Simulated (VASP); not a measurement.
# A point defect in a supercell of TiAl3

Aim: the formation energy and local structure of a point defect in TiAl3. The start is a computed cell from the Materials Project.

Program: VASP 6.6.1. Level of theory: r2SCAN; plane waves and PAW (Ti, Al), in the first sound run; inputs show where later runs differ. Results are calculated unless marked as measured.

Report form: the programs' logs are mostly left out.

### 1. The host crystal

The structure is tetragonal, space group I4/mmm (No. 139). Conventional cell: a = 3.822 Å, b = 3.822 Å, c = 8.561 Å, α = 90.00°, β = 90.00°, γ = 90.00°. Nearest to Ti lie 12 Al at 2.70 to 2.87 Å. Nearest to Al lie 8 Al at 2.70 to 2.87 Å and 4 Ti at 2.87 Å. Nearest to Al lie 4 Ti at 2.70 Å and 8 Al at 2.87 Å. Farther neighbours are not listed.

### 2. Relaxing the host crystal

Cell and atoms are relaxed first, so that later runs start from this functional's own cell.

Input file INCAR:

```
SYSTEM = TiAl3
PREC = Accurate
ENCUT = 400
EDIFF = 1E-06
NELM = 120
ISMEAR = 1
SIGMA = 0.15
LREAL = .FALSE.
ALGO = Normal
METAGGA = R2SCAN
LASPH = .TRUE.
NBANDS = 12
LORBIT = 11
LWAVE = .FALSE.
LCHARG = .FALSE.
KPAR = 4
IBRION = 2
NSW = 40
ISIF = 3
EDIFFG = -0.02
POTIM = 0.4
```

Input file POSCAR:

```
TiAl3
1.0
   -1.9111067713      1.9111067713      4.2806687947
    1.9111067713     -1.9111067713      4.2806687947
    1.9111067713      1.9111067713     -4.2806687947
Ti Al
1 3
Direct
    0.0000000000      0.0000000000      0.0000000000
    0.2500000000      0.7500000000      0.5000000000
    0.7500000000      0.2500000000      0.5000000000
    0.5000000000      0.5000000000      0.0000000000
```

Input file KPOINTS:

```
Automatic mesh
0
Gamma
9 9 9
0 0 0
```

Potentials, in the order of the species: Ti and Al (PBE family, release 64).

On the command line:

```sh
> mpirun -np 4 vasp_std
```

The job ended after 4 min (4 MPI ranks of AMD EPYC 7R43, shared host; peak memory 0.78 GiB).

This run has no spin polarisation. Its electron count is odd, so without a moment it is a metal by construction. The PAW data sets were made with PBE, which is usual practice but a small mismatch for other functionals. The data set Ti keeps the semicore shell frozen, which is cheaper and a little less accurate. The run keeps the 16 symmetry operations of its start, so it cannot find a distortion of lower symmetry.

Relaxation path:

| step | energy less that of the first step (eV) | largest force (eV/Å) | pressure (GPa) | volume (Å³) |
| --- | --- | --- | --- | --- |
| 1 | 0.0000 | 0.0000 | -0.39 | 62.54 |
| 2 | -0.0003 | 0.0000 | 0.09 | 62.26 |

| conventional cell, symmetrised | before | after | change |
| --- | --- | --- | --- |
| a (Å) | 3.822 | 3.816 | -0.2 % |
| b (Å) | 3.822 | 3.816 | -0.2 % |
| c (Å) | 8.561 | 8.550 | -0.1 % |
| volume (Å³/atom) | 15.63 | 15.57 | -0.4 % |

The relaxed structure:

```xyz
4
Lattice="-1.9081 1.9081 4.2750 1.9081 -1.9081 4.2750 1.9081 1.9081 -4.2750" Properties=species:S:1:pos:R:3 pbc="T T T"
Ti    0.0000    0.0000    0.0000
Al    1.9081    0.0000    2.1375
Al    0.0000    1.9081    2.1375
Al    0.0000    0.0000    4.2750
```

This step gave:

```
electronic cycles                               : 19
electrons                                       : 13
free energy (TOTEN)                             : -34.82 eV
energy at zero smearing                         : -34.82 eV
Fermi energy                                    : 6.900 eV
labelled metallic, from the levels on this mesh : yes
```

The run ended after 2 ionic steps, 0.000 eV below its first step, once forces and stress met EDIFFG = -0.02.

### 3. The supercell without the defect

System of this step: TiAl3. Symmetry: I4/mmm, No. 139, tetragonal system. The conventional cell has a = 3.816 Å, b = 3.816 Å, c = 8.550 Å, α = 90.00°, β = 90.00°, γ = 90.00°. Nearest to Ti lie 12 Al at 2.70 to 2.87 Å. Nearest to Al lie 8 Al at 2.70 to 2.87 Å and 4 Ti at 2.87 Å. Nearest to Al lie 4 Ti at 2.70 Å and 8 Al at 2.87 Å. Farther neighbours are not listed.

The same cell, mesh and cutoff without the defect give the energy to subtract and, in a gapped host, the band edges to count from, so that most errors cancel.

Input file INCAR:

```
SYSTEM = TiAl3
PREC = Normal
ENCUT = 400
EDIFF = 1E-05
NELM = 120
ISMEAR = 1
SIGMA = 0.2
LREAL = Auto
ALGO = Normal
METAGGA = R2SCAN
LASPH = .TRUE.
NBANDS = 76
LORBIT = 11
LWAVE = .FALSE.
LCHARG = .FALSE.
KPAR = 4
```

Input file POSCAR:

```
TiAl3
1.0
   -3.8162292066      3.8162292066      8.5500915254
    3.8162292066     -3.8162292066      8.5500915254
    3.8162292066      3.8162292066     -8.5500915254
Ti Al
8 24
Direct
    0.0000000000      0.0000000000      0.0000000000
    0.0000000000      0.0000000000      0.5000000000
    0.0000000000      0.5000000000      0.0000000000
    0.0000000000      0.5000000000      0.5000000000
    0.5000000000      0.0000000000      0.0000000000
    0.5000000000      0.0000000000      0.5000000000
    0.5000000000      0.5000000000      0.0000000000
    0.5000000000      0.5000000000      0.5000000000
    0.1250000000      0.3750000000      0.2500000000
    0.1250000000      0.3750000000      0.7500000000
    0.1250000000      0.8750000000      0.2500000000
    0.1250000000      0.8750000000      0.7500000000
    0.6250000000      0.3750000000      0.2500000000
    0.6250000000      0.3750000000      0.7500000000
    0.6250000000      0.8750000000      0.2500000000
    0.6250000000      0.8750000000      0.7500000000
    0.3750000000      0.1250000000      0.2500000000
    0.3750000000      0.1250000000      0.7500000000
    0.3750000000      0.6250000000      0.2500000000
    0.3750000000      0.6250000000      0.7500000000
    0.8750000000      0.1250000000      0.2500000000
    0.8750000000      0.1250000000      0.7500000000
    0.8750000000      0.6250000000      0.2500000000
    0.8750000000      0.6250000000      0.7500000000
    0.2500000000      0.2500000000      0.0000000000
    0.2500000000      0.2500000000      0.5000000000
    0.2500000000      0.7500000000      0.0000000000
    0.2500000000      0.7500000000      0.5000000000
    0.7500000000      0.2500000000      0.0000000000
    0.7500000000      0.2500000000      0.5000000000
    0.7500000000      0.7500000000      0.0000000000
    0.7500000000      0.7500000000      0.5000000000
```

Input file KPOINTS:

```
Automatic mesh
0
Gamma
4 4 4
0 0 0
```

On the command line:

```sh
> mpirun -np 4 vasp_std
```

Elapsed: 9.6 min, on 4 MPI ranks; peak memory 1.8 GiB; 38 min of CPU time.

This step gave:

| Item | Value |
| --- | --- |
| electronic cycles | 14 |
| electrons | 104 |
| free energy (TOTEN) | -278.6080 eV |
| energy at zero smearing | -278.6240 eV |
| Fermi energy | 6.903 eV |

The host is treated as a metal, as its relaxation found a gap under 0.3 eV or none, and only the neutral defect is run.

### 4. Relaxing the atoms

This step: r2SCAN; plane waves and PAW (F) (VASP 6.6.1).

System of this step: F2. The cell holds 2 atoms: 2 F. Cell: a = 11.000 Å, b = 11.500 Å, c = 14.000 Å, α = 90.0°, β = 90.0°, γ = 90.0°. Vacuum lies along a, b and c.

The reference for F is the F2 molecule, relaxed in a box at the cutoff of the large cell.

Input file INCAR:

```
SYSTEM = F
PREC = Normal
ENCUT = 400
EDIFF = 1E-05
NELM = 120
ISMEAR = 0
SIGMA = 0.01
LREAL = Auto
ALGO = Normal
METAGGA = R2SCAN
LASPH = .TRUE.
NBANDS = 13
LORBIT = 11
LWAVE = .FALSE.
LCHARG = .FALSE.
NCORE = 4
IBRION = 2
NSW = 20
ISIF = 2
EDIFFG = -0.03
POTIM = 0.4
MAXMIX = 40
ISYM = 0
```

Input file POSCAR:

```
F
1.0
   11.0000000000      0.0000000000      0.0000000000
    0.0000000000     11.5000000000      0.0000000000
    0.0000000000      0.0000000000     14.0000000000
F
2
Direct
    0.5000000000      0.5000000000      0.4496428600
    0.5000000000      0.5000000000      0.5503571400
```

Input file KPOINTS:

```
Automatic mesh
0
Gamma
1 1 1
0 0 0
```

PAW data sets: F (PBE family, release 64).

On the command line:

```sh
> mpirun -np 4 vasp_gam
```

Wall time 26 s (4 MPI ranks); peak memory 0.75 GiB.

Hardly anything moved in the relaxation; the energy changed by under 0.2 meV an atom.

This step gave:

```
electronic cycles                                     : 24
electrons                                             : 14
free energy (TOTEN)                                   : -6.161 eV
gap between the highest filled and lowest empty level : 4.498 eV
```

The start already met the threshold, so nothing moved, which says little where the restoring forces are soft.

Energy at zero smearing: -6.16137 eV.

### 5. Reference Al

This step: r2SCAN; plane waves and PAW (Al) (VASP 6.6.1).

System of this step: Al. Symmetry: Fm-3m, No. 225, cubic system. Conventional cell: a = 4.050 Å, b = 4.050 Å, c = 4.050 Å, α = 90.00°, β = 90.00°, γ = 90.00°. Nearest to Al lie 12 Al at 2.86 Å.

Al is not exchanged here; its energy serves the host's formation enthalpy.

Input file INCAR:

```
SYSTEM = Al
PREC = Normal
ENCUT = 400
EDIFF = 1E-05
NELM = 120
ISMEAR = 1
SIGMA = 0.1
LREAL = Auto
ALGO = Normal
METAGGA = R2SCAN
LASPH = .TRUE.
NBANDS = 7
LORBIT = 11
LWAVE = .FALSE.
LCHARG = .FALSE.
KPAR = 4
IBRION = 2
NSW = 25
ISIF = 3
EDIFFG = -0.02
POTIM = 0.4
```

Input file POSCAR:

```
Al
1.0
    0.0000000000      2.0250000000      2.0250000000
    2.0250000000      0.0000000000      2.0250000000
    2.0250000000      2.0250000000      0.0000000000
Al
1
Direct
    0.0000000000      0.0000000000      0.0000000000
```

Input file KPOINTS:

```
Automatic mesh
0
Gamma
11 11 11
0 0 0
```

The projector-augmented-wave data sets are Al (PBE family, release 64).

On the command line:

```sh
> mpirun -np 4 vasp_std
```

The job ended after 6.6 s (4 MPI ranks; peak memory 0.28 GiB; 24 s of CPU time).

The k-mesh is coarse for a metal. The run keeps the 48 symmetry operations of its start, so it cannot find a distortion of lower symmetry.

Relaxation path:

| step | energy less that of the first step (eV) | largest force (eV/Å) | pressure (GPa) | volume (Å³) |
| --- | --- | --- | --- | --- |
| 1 | 0.0000 | 0.0000 | -3.75 | 16.61 |
| 2 | -0.0087 | 0.0000 | 0.14 | 15.87 |

| conventional cell, symmetrised | before | after | change |
| --- | --- | --- | --- |
| a (Å) | 4.050 | 3.989 | -1.5 % |
| b (Å) | 4.050 | 3.989 | -1.5 % |
| c (Å) | 4.050 | 3.989 | -1.5 % |
| volume (Å³/atom) | 16.61 | 15.87 | -4.4 % |

The relaxed structure:

```xyz
1
Lattice="0.0000 1.9947 1.9947 1.9947 0.0000 1.9947 1.9947 1.9947 0.0000" Properties=species:S:1:pos:R:3 pbc="T T T"
Al    0.0000    0.0000    0.0000
```

Numbers from this step:

| Item | Value |
| --- | --- |
| electronic cycles | 14 |
| electrons | 3 |
| free energy (TOTEN) | -6.744 eV |
| energy at zero smearing | -6.744 eV |
| Fermi energy | 8.424 eV |

The run ended after 2 ionic steps, 0.009 eV below its first step, once forces and stress met EDIFFG = -0.02.

Energy at zero smearing: -6.74430 eV.

### 6. Reference Ti

This step: r2SCAN; plane waves and PAW (Ti) (VASP 6.6.1).

System of this step: Ti. It takes space group P6_3/mmc (No. 194, hexagonal). Conventional cell: a = 2.950 Å, b = 2.950 Å, c = 4.685 Å, α = 90.00°, β = 90.00°, γ = 120.00°. Nearest to Ti lie 12 Ti at 2.90 to 2.95 Å.

Ti is not exchanged here; its energy serves the host's formation enthalpy.

Edit INCAR of step 5 so:

```diff
@@ -1,2 +1,2 @@
-SYSTEM = Al
+SYSTEM = Ti
 PREC = Normal
@@ -11,3 +11,3 @@
 LASPH = .TRUE.
-NBANDS = 7
+NBANDS = 10
 LORBIT = 11
```

Input file POSCAR:

```
Ti
1.0
    2.9500000000      0.0000000000      0.0000000000
   -1.4750000000      2.5547749412      0.0000000000
    0.0000000000      0.0000000000      4.6846000000
Ti
2
Direct
    0.0000000000      0.0000000000      0.0000000000
    0.3333333333      0.6666666667      0.5000000000
```

Input file KPOINTS:

```
Automatic mesh
0
Gamma
10 10 6
0 0 0
```

Potentials, in the order of the species: Ti (PBE family, release 64).

On the command line:

```sh
> mpirun -np 4 vasp_std
```

The job ended after 35 s (4 MPI ranks; peak memory 0.35 GiB).

The run keeps the 24 symmetry operations of its start, so it cannot find a distortion of lower symmetry.

Relaxation path:

| step | energy less that of the first step (eV) | largest force (eV/Å) | pressure (GPa) | volume (Å³) |
| --- | --- | --- | --- | --- |
| 1 | 0.0000 | 0.0000 | -4.26 | 35.31 |
| 2 | -0.0122 | 0.0000 | 2.47 | 33.42 |
| 3 | -0.0173 | 0.0000 | 0.03 | 34.06 |
| 4 | -0.0173 | 0.0000 | -0.07 | 34.09 |
| 5 | -0.0174 | 0.0000 | -0.09 | 34.09 |
| 6 | -0.0174 | 0.0000 | -0.10 | 34.09 |

| conventional cell, symmetrised | before | after | change |
| --- | --- | --- | --- |
| a (Å) | 2.950 | 2.922 | -1.0 % |
| b (Å) | 2.950 | 2.922 | -1.0 % |
| c (Å) | 4.685 | 4.612 | -1.6 % |
| volume (Å³/atom) | 17.65 | 17.04 | -3.4 % |

The relaxed structure:

```xyz
2
Lattice="2.9215 0.0000 0.0000 -1.4608 2.5301 0.0000 0.0000 0.0000 4.6118" Properties=species:S:1:pos:R:3 pbc="T T T"
Ti    0.0000    0.0000    0.0000
Ti    0.0000    1.6867    2.3059
```

This step gave:

- electronic cycles: 28
- electrons: 8
- free energy (TOTEN): -25.73 eV
- energy at zero smearing: -25.73 eV
- Fermi energy: 3.176 eV

The run ended after 6 ionic steps, 0.017 eV below its first step, once forces and stress met EDIFFG = -0.02.

Energy at zero smearing: -25.73298 eV.

### 7. Relaxing the defect

This step: r2SCAN, no spin polarisation; plane waves and PAW (Ti, Al, F) (VASP 6.6.1).

System of this step: Ti8Al24F. The cell holds 33 atoms: 8 Ti, 24 Al and 1 F. Its edges and angles: a = 10.111 Å, b = 10.111 Å, c = 10.111 Å, α = 135.7°, β = 135.7°, γ = 64.5°. It derives from TiAl3. Nearest the centre at fractional (0.125, 0.125, 0.000): F33 at 0.00 Å, Al22 at 1.91 Å, Al12 at 1.91 Å, Al17 at 1.91 Å, Al9 at 1.91 Å, Ti1 at 2.14 Å, Al25 at 2.14 Å, Al32 at 3.44 Å.

The host is treated as a metal, since its gap is under 0.3 eV or closed. The run keeps 8 symmetry operations, which cuts the number of k-points but bars distortions that break them. The atoms relax at the host's fixed cell.

Input file INCAR:

```
SYSTEM = Ti8Al24F
PREC = Normal
ENCUT = 400
EDIFF = 1E-05
NELM = 120
ISMEAR = 1
SIGMA = 0.2
LREAL = Auto
ALGO = Normal
METAGGA = R2SCAN
LASPH = .TRUE.
NBANDS = 80
LORBIT = 11
LWAVE = .FALSE.
LCHARG = .TRUE.
KPAR = 4
IBRION = 2
NSW = 50
ISIF = 2
EDIFFG = -0.03
POTIM = 0.4
MAXMIX = 40
ISYM = 2
```

Input file POSCAR:

```
Ti8Al24F
1.0
   -3.8162292066      3.8162292066      8.5500915254
    3.8162292066     -3.8162292066      8.5500915254
    3.8162292066      3.8162292066     -8.5500915254
Ti Al F
8 24 1
Direct
    0.0000000000      0.0000000000      0.0000000000
    0.0000000000      0.0000000000      0.5000000000
    0.0000000000      0.5000000000      0.0000000000
    0.0000000000      0.5000000000      0.5000000000
    0.5000000000      0.0000000000      0.0000000000
    0.5000000000      0.0000000000      0.5000000000
    0.5000000000      0.5000000000      0.0000000000
    0.5000000000      0.5000000000      0.5000000000
    0.1250000000      0.3750000000      0.2500000000
    0.1250000000      0.3750000000      0.7500000000
    0.1250000000      0.8750000000      0.2500000000
    0.1250000000      0.8750000000      0.7500000000
    0.6250000000      0.3750000000      0.2500000000
    0.6250000000      0.3750000000      0.7500000000
    0.6250000000      0.8750000000      0.2500000000
    0.6250000000      0.8750000000      0.7500000000
    0.3750000000      0.1250000000      0.2500000000
    0.3750000000      0.1250000000      0.7500000000
    0.3750000000      0.6250000000      0.2500000000
    0.3750000000      0.6250000000      0.7500000000
    0.8750000000      0.1250000000      0.2500000000
    0.8750000000      0.1250000000      0.7500000000
    0.8750000000      0.6250000000      0.2500000000
    0.8750000000      0.6250000000      0.7500000000
    0.2500000000      0.2500000000      0.0000000000
    0.2500000000      0.2500000000      0.5000000000
    0.2500000000      0.7500000000      0.0000000000
    0.2500000000      0.7500000000      0.5000000000
    0.7500000000      0.2500000000      0.0000000000
    0.7500000000      0.2500000000      0.5000000000
    0.7500000000      0.7500000000      0.0000000000
    0.7500000000      0.7500000000      0.5000000000
    0.1250000000      0.1250000000      0.0000000000
```

Input file KPOINTS:

```
Automatic mesh
0
Gamma
4 4 4
0 0 0
```

The projector-augmented-wave data sets are Ti, Al and F (PBE family, release 64).

On the command line:

```sh
> mpirun -np 4 vasp_std
```

It took 51 min on 4 MPI ranks.

The steps of the relaxation:

| step | energy less that of the first step (eV) | largest force (eV/Å) |
| --- | --- | --- |
| 1 | 0.0000 | 3.0944 |
| 2 | -1.2215 | 1.4457 |
| 3 | -1.4120 | 1.2471 |
| 4 | -1.5819 | 0.7288 |
| 5 | -1.6394 | 0.7109 |

The atoms that moved most (Å):

| atom | dx | dy | dz | length |
| --- | --- | --- | --- | --- |
| F33 | 0.000 | 0.000 | -0.234 | 0.234 |
| Al9 | 0.202 | 0.000 | 0.043 | 0.207 |
| Al17 | 0.000 | 0.202 | 0.043 | 0.207 |
| Al12 | -0.202 | 0.000 | 0.043 | 0.207 |
| Al22 | 0.000 | -0.202 | 0.043 | 0.207 |
| Al25 | 0.000 | 0.000 | 0.160 | 0.160 |
| Ti1 | 0.000 | 0.000 | -0.111 | 0.111 |
| Al23 | 0.000 | -0.066 | -0.013 | 0.067 |

Final coordinates:

```xyz
33
Lattice="-3.8162 3.8162 8.5501 3.8162 -3.8162 8.5501 3.8162 3.8162 -8.5501" Properties=species:S:1:pos:R:3 pbc="T T T"
Ti    0.0000    0.0000   -0.1109
Ti    1.9087    1.9087   -4.2859
Ti    1.9075   -1.9075    4.2641
Ti    3.8162    0.0000    0.0063
Ti   -1.9075    1.9075    4.2641
Ti    0.0000    3.8162    0.0063
Ti    0.0000    0.0000    8.5574
Ti    1.9075    1.9075    4.2641
Al    2.1106    0.0000    2.1809
Al    3.8162    1.9009   -2.1295
Al    3.8162   -1.8991    6.3998
Al    5.5219    0.0000    2.1809
Al    0.0000    1.9153    6.4206
Al    1.9739    3.8162    2.1246
Al    1.8423    0.0000   10.6747
Al    3.8162    1.8991    6.3998
Al    0.0000    2.1106    2.1809
Al    1.9009    3.8162   -2.1295
Al    1.9153    0.0000    6.4206
Al    3.8162    1.9739    2.1246
Al   -1.8991    3.8162    6.3998
Al    0.0000    5.5219    2.1809
Al    0.0000    1.8423   10.6747
Al    1.8991    3.8162    6.3998
Al    0.0000    0.0000    4.4351
Al    1.9163    1.9163    0.0003
Al    1.8999   -1.8999    8.5504
Al    3.8162    0.0000    4.3239
Al   -1.8999    1.8999    8.5504
Al    0.0000    3.8162    4.3239
Al    0.0000    0.0000   12.8316
Al    1.8999    1.8999    8.5504
F     0.0000    0.0000    1.9039
```

The run met its time limit with a largest force of 0.71 eV/Å at its last finished step, so it is continued.

### 8. Going on with the relaxation

The relaxation goes on from where it stopped.

Edit INCAR of step 7 so:

```diff
@@ -20,3 +20,3 @@
 EDIFFG = -0.03
-POTIM = 0.4
+POTIM = 0.25
 MAXMIX = 40
```

Input file POSCAR:

```
Ti8Al24F
1.0
   -3.8162292066      3.8162292066      8.5500915254
    3.8162292066     -3.8162292066      8.5500915254
    3.8162292066      3.8162292066     -8.5500915254
Ti Al F
8 24 1
Direct
    0.9935169213      0.9935169213      0.0000000000
    0.9994404740      0.9994404740      0.5001558831
    0.9994404740      0.4992845909      0.0000000000
    0.0003668471      0.5003668471      0.5000000000
    0.4992845909      0.9994404740      0.0000000000
    0.5003668471      0.0003668471      0.5000000000
    0.5004283740      0.5004283740      0.0000000000
    0.4992845909      0.4992845909      0.4998441169
    0.1275361243      0.4040654939      0.2765293696
    0.1245297502      0.3754696125      0.7490601377
    0.1254368405      0.8742529285      0.2511839120
    0.1275361243      0.8510067547      0.7234706304
    0.6264094748      0.3754696125      0.2509398623
    0.6242448486      0.3828704589      0.7586256103
    0.6242448486      0.8656192383      0.2413743897
    0.6230690165      0.8742529285      0.7488160880
    0.4040654939      0.1275361243      0.2765293696
    0.3754696125      0.1245297502      0.7490601377
    0.3754696125      0.6264094748      0.2509398623
    0.3828704589      0.6242448486      0.7586256103
    0.8742529285      0.1254368405      0.2511839120
    0.8510067547      0.1275361243      0.7234706304
    0.8656192383      0.6242448486      0.2413743897
    0.8742529285      0.6230690165      0.7488160880
    0.2593592415      0.2593592415      0.0000000000
    0.2510935671      0.2510935671      0.5021553814
    0.2510935671      0.7489381857      0.0000000000
    0.2528592106      0.7528592106      0.5000000000
    0.7489381857      0.2510935671      0.0000000000
    0.7528592106      0.2528592106      0.5000000000
    0.7503765805      0.7503765805      0.0000000000
    0.7489381857      0.7489381857      0.4978446186
    0.1113390761      0.1113390761      0.0000000000
```

KPOINTS is that of step 7.

On the command line:

```sh
> mpirun -np 4 vasp_std
```

The job ended after 51 min (4 MPI ranks).

The run was stopped at its time limit, so it gives no result of its own.

### 9. Summary of results

```yaml
result: none
```

In words: The session ends without its result: «relax the defect» met its time limit.

[Lines on the potential files, build, host, timing and source positions are cut from VASP's logs without a mark.]

[Logs are printed without paths, hosts, clocks, repeated set-up lines and the standing remarks that a program may print on its own settings, such as how far it seeks lower states.]

[Hosts, paths, dates, database ids (printed as entryN), source tags and the programs' standing remarks are cut or masked in the printed files.]

[In band tables of VASP the shares of atoms and orbitals are scaled to a sum of 1 inside the atoms' spheres.]

[Runs that stopped without an error message from VASP are left out.]
